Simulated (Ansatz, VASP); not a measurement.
# SiC: VASP beside Ansatz

Aim: how closely do two programs agree when they are given the same cell, functional and k mesh? The cell is taken from a series of runs on this material, whose earlier steps may have relaxed, scaled, displaced or heated it; both programs get it as it stands.

Calculated with Ansatz 0.2.0; plane waves, with VASP 6.6.1 beside it; single point at PBE0.

## Step 1: The structure

The structure is hexagonal, space group P6_3mc (No. 186). Conventional cell: a = 3.076 Å, b = 3.076 Å, c = 10.071 Å, α = 90.00°, β = 90.00°, γ = 120.00°. Nearest to Si lie 4 C at 1.88 to 1.89 Å. Nearest to C lie 4 Si at 1.88 to 1.89 Å. Nearest to C lie 4 Si at 1.88 to 1.89 Å. Farther neighbours are not listed.

Structure file:

```cif
data_structure
_symmetry_space_group_name_H-M 'P6_3mc'
_symmetry_Int_Tables_number 186
_cell_length_a 3.0757
_cell_length_b 3.0757
_cell_length_c 10.0706
_cell_angle_alpha 90.000
_cell_angle_beta 90.000
_cell_angle_gamma 120.000
_cell_volume 82.50
loop_
_atom_site_label
_atom_site_type_symbol
_atom_site_symmetry_multiplicity
_atom_site_Wyckoff_symbol
_atom_site_fract_x
_atom_site_fract_y
_atom_site_fract_z
_atom_site_occupancy
Si1 Si 2 b 0.66667 0.33333 0.93784 1
Si2 Si 2 a 0.00000 0.00000 0.68789 1
C1 C 2 b 0.66667 0.33333 0.74980 1
C2 C 2 a 0.00000 0.00000 0.50046 1
```

## Step 2: VASP: single point, PBE0

With cell and atoms fixed, the geometry can't cause a difference; cores, projectors, grids and the points listed under the comparison can.

Lines of VASP's logs that name or quote its potential files are left out, and so is its time.

The run reads the wave functions of an earlier VASP run, which isn't shown here.

File INCAR:

```
SYSTEM = SiC
PREC = Accurate
ENCUT = 520
EDIFF = 1E-06
NELM = 100
ISMEAR = 0
SIGMA = 0.01
LREAL = .FALSE.
ALGO = Normal
LHFCALC = .TRUE.
AEXX = 0.25
GGA = PE
LASPH = .TRUE.
NBANDS = 24
PRECFOCK = Fast
LORBIT = 11
LWAVE = .FALSE.
LCHARG = .FALSE.
KPAR = 8
ISIF = 2
```

File POSCAR:

```
SiC
1.0
    3.0756941497      0.0000000000      0.0000000000
   -1.5378470748      2.6636292679      0.0000000000
    0.0000000000      0.0000000000     10.0706464800
Si C
4 4
Direct
    0.6666666700      0.3333333300      0.9378419800
    0.3333333300      0.6666666700      0.4378419800
    0.0000000000      0.0000000000      0.6878943800
    0.0000000000      0.0000000000      0.1878943800
    0.6666666700      0.3333333300      0.7498025900
    0.3333333300      0.6666666700      0.2498025900
    0.0000000000      0.0000000000      0.5004600500
    0.0000000000      0.0000000000      0.0004600500
```

File KPOINTS:

```
Automatic mesh
0
Gamma
6 6 2
0 0 0
```

The projector-augmented-wave data sets are Si and C (PBE family, release 64).

The run is started by

```console
$ mpirun -np 8 vasp_std
```

Numbers of over 12 decimals in the logs are rounded to 6 here.

The program printed:

```text
[banner, memory and clock lines left out]
running    8 mpi-ranks, on    1 nodes
 distrk:  each k-point on    1 cores,    8 groups
 distr:  one band on    1 cores,    1 groups

 POSCAR found type information on POSCAR SiC
 POSCAR found :  2 types and       8 ions
|                                                                             |
|           W    W    AA    RRRRR   N    N  II  N    N   GGGG   !!!           |
|           W    W   A  A   R    R  NN   N  II  NN   N  G    G  !!!           |
|           W    W  A    A  R    R  N N  N  II  N N  N  G       !!!           |
|           W WW W  AAAAAA  RRRRR   N  N N  II  N  N N  G  GGG   !            |
|           WW  WW  A    A  R   R   N   NN  II  N   NN  G    G                |
|           W    W  A    A  R    R  N    N  II  N    N   GGGG   !!!           |
|                                                                             |
|     For optimal performance we recommend to set                             |
|       NCORE = 2 up to number-of-cores-per-socket                            |
|     NCORE specifies how many cores store one orbital (NPAR=cpu/NCORE).      |
|     This setting can greatly improve the performance of VASP for DFT.       |
|     The default, NCORE=1 might be grossly inefficient on modern             |
|     multi-core architectures or massively parallel machines. Do your        |
|     Unfortunately you need to use the default for GW and RPA                |
|     calculations (for HF NCORE is supported but not extensively tested      |
|     yet).                                                                   |
|                                                                             |

 LDA part: xc-table for (Slater+PW92), standard interpolation
 found WAVECAR, reading the header
 POSCAR, INCAR and KPOINTS ok, starting setup
 FFT: planning ... GRIDC
 FFT: planning ... GRID_SOFT
 FFT: planning ... GRID
 reading WAVECAR
 the WAVECAR file was read successfully
 initial charge from wavefunction
 entering main loop
       N       E                     dE             d eps       ncg     rms          rms(c)
DAV:   1    -0.739102615130E+02   -0.73910E+02   -0.11480E+00   672   0.664E+00    0.539E+00
DAV:   2    -0.739227184212E+02   -0.12457E-01   -0.34061E-02   848   0.109E+00    0.383E+00
DAV:   3    -0.739208250652E+02    0.18934E-02   -0.12015E-03   840   0.217E-01    0.225E+00
DAV:   4    -0.739200774079E+02    0.74766E-03   -0.34851E-04   824   0.997E-02    0.129E+00
DAV:   5    -0.739198473277E+02    0.23008E-03   -0.11671E-04   824   0.570E-02    0.733E-01
DAV:   6    -0.739197723918E+02    0.74936E-04   -0.27514E-05   800   0.309E-02    0.415E-01
DAV:   7    -0.739197472931E+02    0.25099E-04   -0.82275E-06   800   0.190E-02    0.236E-01
DAV:   8    -0.739197392728E+02    0.80203E-05   -0.26338E-06   608   0.115E-02    0.136E-01
DAV:   9    -0.739197368608E+02    0.24120E-05   -0.11409E-06   536   0.813E-03    0.771E-02
DAV:  10    -0.739197362042E+02    0.65656E-06   -0.30164E-07   512   0.426E-03
   1 F= -.73919736E+02 E0= -.73919736E+02  d E =-.137091E-16
```

Parts of OUTCAR (step 2):

```text
ion  position               nearest neighbor table
   1  0.667  0.333  0.938-   8 1.88   8 1.88   8 1.88   5 1.89   3 3.08   3 3.08   3 3.08   4 3.08
                             4 3.08   4 3.08
   2  0.333  0.667  0.438-   7 1.88   7 1.88   7 1.88   6 1.89   4 3.08   4 3.08   4 3.08   3 3.08
                             3 3.08   3 3.08
   3  0.000  0.000  0.688-   5 1.88   5 1.88   5 1.88   7 1.89   1 3.08   1 3.08   1 3.08   2 3.08
                             2 3.08   2 3.08
   4  0.000  0.000  0.188-   6 1.88   6 1.88   6 1.88   8 1.89   2 3.08   2 3.08   2 3.08   1 3.08
                             1 3.08   1 3.08
   5  0.667  0.333  0.750-   3 1.88   3 1.88   3 1.88   1 1.89
   6  0.333  0.667  0.250-   4 1.88   4 1.88   4 1.88   2 1.89
   7  0.000  0.000  0.500-   2 1.88   2 1.88   2 1.88   3 1.89
   8  0.000  0.000  0.000-   1 1.88   1 1.88   1 1.88   4 1.89

  LATTYP: Found a hexagonal cell.
 ALAT       =     3.0756941497
 C/A-ratio  =     3.2742678530

 Subroutine GETGRP returns: Found 12 space group operations
 (whereof  6 operations were pure point group operations)

The static configuration has the point symmetry C_3v.
 The point group associated with its full space group is C_6v.

 Found     14 irreducible k-points:

   k-points           NKPTS =     14   k-points in BZ     NKDIM =     72   number of bands    NBANDS=     24

   dimension x,y,z NGX =    24 NGY =   24 NGZ =   80
   dimension x,y,z NGXF=    48 NGYF=   48 NGZF=  160

   ENCUT  =  520.0 eV  38.22 Ry    6.18 a.u.   5.72  5.72 18.72*2*pi/ulx,y,z

   NELECT =      32.0000    total number of electrons

 k-points in reciprocal lattice and weights: Automatic mesh
   0.00000000  0.00000000  0.00000000       0.014
   0.16666667 -0.00000000  0.00000000       0.083
   0.33333333  0.00000000  0.00000000       0.083
   0.50000000  0.00000000  0.00000000       0.042
   0.16666667  0.16666667  0.00000000       0.083
   0.33333333  0.16666667  0.00000000       0.167
   0.33333333  0.33333333  0.00000000       0.028
   0.00000000  0.00000000  0.50000000       0.014
   0.16666667 -0.00000000  0.50000000       0.083
[...]
0.33333333  0.16666667  0.50000000       0.167
   0.33333333  0.33333333  0.50000000       0.028

  exchange ACFDT corr.  =         0.00000000  see jH, gK, PRB 81, 115126

 average (electrostatic) potential at core
       1 -76.2703       2 -76.2703       3 -76.2270       4 -76.2270       5 -40.4372
       6 -40.4372       7 -40.4979       8 -40.4979

 E-fermi :   7.2746

 k-point     1 :       0.0000    0.0000    0.0000
  band No.  band energies     occupation
    ...
     12       6.5734      2.00000
     13       6.5734      2.00000
     14       7.1741      2.00000
     15       7.2197      2.00000
     16       7.2197      2.00000
     17      14.2800      0.00000
     18      14.8886      0.00000
     19      15.5627      0.00000
     20      15.5947      0.00000
     21      16.2237      0.00000
    ...

 k-point     2 :       0.1667   -0.0000    0.0000
  band No.  band energies     occupation
    ...
     12       5.5424      2.00000
     13       5.8693      2.00000
     14       5.9338      2.00000
     15       6.8118      2.00000
     16       6.9466      2.00000
     17      13.8658      0.00000
     18      14.6044      0.00000
     19      14.9023      0.00000
     20      16.0942      0.00000
     21      16.4863      0.00000
    ...

 k-point     3 :       0.3333    0.0000    0.0000
  band No.  band energies     occupation
    ...
     12       4.3397      2.00000
     13       4.9627      2.00000
     14       4.9881      2.00000
     15       5.7485      2.00000
     16       6.2858      2.00000
     17      11.9596      0.00000
     18      12.2054      0.00000
     19      13.6129      0.00000
     20      14.6258      0.00000
     21      15.0332      0.00000
    ...

  Total       -0.6207051     -0.6207051     -0.7841020     -0.0000000      0.0000000      0.0000000
  in kB      -12.0537337    -12.0537337    -15.2268074     -0.0000000      0.0000000      0.0000000
  external PRESSURE =     -13.1114249 kB  Pullay stress =       0.0000000 kB

  energy-cutoff  :      520.00
  volume of cell :       82.50
      direct lattice vectors                 reciprocal lattice vectors
     3.075694150  0.000000000  0.000000000     0.325129857  0.187713811  0.000000000
    -1.537847075  2.663629268  0.000000000     0.000000000  0.375427621  0.000000000
     0.000000000  0.000000000 10.070646480     0.000000000  0.000000000  0.099298491

 POSITION                                       TOTAL-FORCE (eV/Angst)
 -----------------------------------------------------------------------------------
      1.53785      0.88788      9.44468         0.000000     -0.000000      0.005343
     -0.00000      1.77575      4.40935        -0.000000      0.000000      0.005343
      0.00000      0.00000      6.92754         0.000000      0.000000      0.012260
      0.00000      0.00000      1.89222        -0.000000     -0.000000      0.012260
      1.53785      0.88788      7.55100        -0.000000      0.000000     -0.008263
     -0.00000      1.77575      2.51567         0.000000     -0.000000     -0.008263
      0.00000      0.00000      5.03996        -0.000000      0.000000     -0.009340
      0.00000      0.00000      0.00463         0.000000     -0.000000     -0.009340
 -----------------------------------------------------------------------------------
    total drift:                                0.000000     -0.000000      0.000004

  FREE ENERGIE OF THE ION-ELECTRON SYSTEM (eV)
  ---------------------------------------------------
  free  energy   TOTEN  =       -73.9197362042 eV

  energy  without entropy=      -73.9197362042  energy(sigma->0) =      -73.91973620

 total charge
# of ion       s       p       d       tot
------------------------------------------
    1        0.717   0.988   0.000   1.705
    2        0.717   0.988   0.000   1.705
    3        0.718   0.986   0.000   1.704
    4        0.718   0.986   0.000   1.704
    5        0.838   1.717   0.000   2.555
    6        0.838   1.717   0.000   2.555
    7        0.838   1.715   0.000   2.553
    8        0.838   1.715   0.000   2.553
--------------------------------------------------
tot          6.222  10.812   0.000  17.034

[... 3 further parts left out ...]
```

The run ends at a pressure of -1.31 GPa, with forces up to 0.012 eV/Å.

(Continued in part 2 of 2.)

[Lines on the potential files, build, host, timing and source positions are cut from VASP's logs without a mark.]

[Logs are printed without paths, hosts, clocks, repeated set-up lines and the standing remarks that a program may print on its own settings, such as how far it seeks lower states.]

[Hosts, paths, dates, database ids (printed as entryN), source tags and the programs' standing remarks are cut or masked in the printed files.]
